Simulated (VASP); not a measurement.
GaGe: equation of state with LDA

The system is GaGe.

```
Ge Ga
1.0
     0.00000    2.82423    2.82423
     2.82423    0.00000    2.82423
     2.82423    2.82423    0.00000
Ge Ga
1 1
Cartesian
  0.0000 0.0000 0.0000
  1.4121 1.4121 1.4121
```

The cell comes from a database or a generator and needn't be the stable form of this composition.

```json
{
  "Program": "VASP 6.6.1",
  "Task": "equation of state",
  "Functional": "LDA",
  "Potentials or basis": "VASP PAW LDA potentials, release 64 (Ge_d, Ga_d)",
  "Cutoff": "520 eV",
  "k mesh": "8 × 8 × 8",
  "Occupations": "fermi-dirac, width 0.05 eV",
  "Spin": "no spin polarisation",
  "Ladder": "gaps",
  "Further INCAR settings": "ALGO = Normal; EDIFF = 1e-06"
}
```

```json
{
  "Equilibrium volume": "22.49 Å³/atom",
  "Bulk modulus": "60 GPa",
  "Pressure derivative of the bulk modulus": "3.8 (rough: it moves with the points fitted)"
}
```

Energy against volume, from the lowest point:
```tsv
volume (Å³/atom)	energy (meV/atom)
21.626	6.67
22.076	1.49
22.527	0.00
22.977	1.88
23.428	6.79
```

All runs of the series together: 53 s on 1 thread of Intel(R) Xeon(R) Platinum 8488C (Sapphire Rapids) (shared host).
